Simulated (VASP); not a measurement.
An input for Ansatz (written as the equivalent of a VASP run, and not itself run):

Ansatz 0.2 input:
```yaml
crystal:
  lattice:
    - [0.0000000, 3.0887603, 3.0887603]
    - [3.0887603, 0.0000000, 3.0887603]
    - [3.0887603, 3.0887603, 0.0000000]
  atoms:
    - { symbol: Ba, position: [0.0000000, 0.0000000, 0.0000000] }
    - { symbol: S, position: [0.5000000, 0.5000000, 0.5000000] }
kpoints:
  mp_grid: { grid: [7, 7, 7] }
hamiltonian:
  xc: pbesol
  pseudopotentials: { kind: paw }
scf:
  occupations: { method: gaussian, width: 0.05 }
  max_iter: 100
relax:
  max_steps: 40
  f_tol: 0.02
  cell: { p_target: 5 }
output: { forces: true, stress: true, eigenvalues: true }
```

Problem. Translate this input to VASP (INCAR, KPOINTS, POSCAR, choice of POTCAR).

Solution. One answer among several that fit: 
POSCAR:
```
BaS
1.0
  0.0000000000   3.0887603233   3.0887603233
  3.0887603233   0.0000000000   3.0887603233
  3.0887603233   3.0887603233   0.0000000000
Ba S
1 1
direct
  0.0000000000   0.0000000000   0.0000000000
  0.5000000000   0.5000000000   0.5000000000
```

### INCAR
```
SYSTEM = BaS
PREC = Accurate
ENCUT = 500
EDIFF = 1E-6
NELM = 100
ALGO = Normal
LREAL = .FALSE.
LASPH = .TRUE.
ISMEAR = 0
SIGMA = 0.05
GGA = PS
LMAXMIX = 4
LWAVE = .FALSE.
LCHARG = .FALSE.
IBRION = 2
ISIF = 3
NSW = 40
EDIFFG = -0.02
PSTRESS = 50
```

**KPOINTS**
```
Automatic
0
gamma
7 7 7
```

POTCAR, in this order: Ba_sv S (PBE.64 set). Program: vasp_std.

The two are equivalent in intent, not identical: each code has its own PAW files, so the cut-off isn't converted (ENCUT is set for VASP's; basis.ecutwfc is left out, and Ansatz then takes the one that its files recommend); Ansatz stops its SCF on the density residual and VASP on the energy change (EDIFF).

The compound is BaS in the rock salt structure. It was relaxed first under an external pressure of 5 GPa.
